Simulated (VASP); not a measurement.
A run of VASP 6.6.1 is set up as follows.

Contents of INCAR:

```
ALGO = Normal
EDIFF = 1E-6
ENCUT = 520
GGA = CA
ISIF = 2
ISMEAR = -1
LASPH = True
LCHARG = True
LELF = True
LREAL = False
LVHAR = True
LWAVE = False
NBANDS = 24
NELM = 100
PREC = Accurate
SIGMA = 0.1
```

Contents of KPOINTS:

```
k-points
0
Gamma
  6 6 6
```

The input POSCAR:

```
LaReN3
1.0
    3.8464847407      0.0000000000      0.0000000000
    0.0000000000      3.8464847407      0.0000000000
    0.0000000000      0.0000000000      3.8464847407
La Re N
1 1 3
Direct
    0.0000000000      0.0000000000      0.0000000000
    0.5000000000      0.5000000000      0.5000000000
    0.0000000000      0.5000000000      0.5000000000
    0.5000000000      0.0000000000      0.5000000000
    0.5000000000      0.5000000000      0.0000000000
```

Potentials or basis: VASP PAW LDA potentials, release 64 (La, Re, N).

Launch:

```console
$ cat potpaw_LDA.64/La/POTCAR potpaw_LDA.64/Re/POTCAR potpaw_LDA.64/N/POTCAR > POTCAR
$ mpirun -np 1 vasp_std > vasp.out
```

Q: Estimate the band gap on the k mesh.

A: None (metal or under the smearing width).

Q: Estimate the pressure.

A: 16.9 GPa.

Caveat: so large a pressure means that the cell lies far from this level's equilibrium, or that cutoff or potentials fall short. Spin-orbit coupling is left out, which matters for the levels of La, Re.
